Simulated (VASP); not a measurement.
OSZICAR of a VASP run on Li (bcc):

**OSZICAR**
```
       N       E                     dE             d eps       ncg     rms          rms(c)
DAV:   1     0.536299473287E+00    0.53630E+00   -0.70343E+02   855   0.418E+02
DAV:   2    -0.185157031453E+01   -0.23879E+01   -0.22852E+01  1205   0.570E+01
DAV:   3    -0.196405247391E+01   -0.11248E+00   -0.11250E+00  1005   0.949E+00
DAV:   4    -0.196904168972E+01   -0.49892E-02   -0.49888E-02  1165   0.159E+00
DAV:   5    -0.196908116946E+01   -0.39480E-04   -0.39480E-04  1020   0.135E-01    0.336E-01
DAV:   6    -0.196742243409E+01    0.16587E-02   -0.57524E-04  1145   0.178E-01    0.190E-01
DAV:   7    -0.196671593361E+01    0.70650E-03   -0.16794E-03  1155   0.308E-01    0.309E-02
DAV:   8    -0.196675014611E+01   -0.34213E-04   -0.36213E-04   950   0.171E-01    0.289E-03
DAV:   9    -0.196674915473E+01    0.99138E-06   -0.65886E-06   960   0.283E-02
   1 F= -.19667492E+01 E0= -.19667499E+01  d E =-.196675E+01
```

**Question.** Which electronic solver shows in the log?

**Answer.** It is blocked Davidson (ALGO = Normal, or the opening steps of other solvers). The INCAR had ALGO = Normal.

**Question.** Can the final energy be trusted as converged?

**Answer.** The run converged. It stopped with EDIFF = 1E-6, NELM = 100, NSW = 60 and EDIFFG = -0.01 after 1 ionic step (PBEsol GGA, plane waves, VASP's PBE PAW potentials (set 64)).

The compound is Li in the bcc structure. It was relaxed first, which changed the volume by -5 %. The start is the result of an earlier pass.
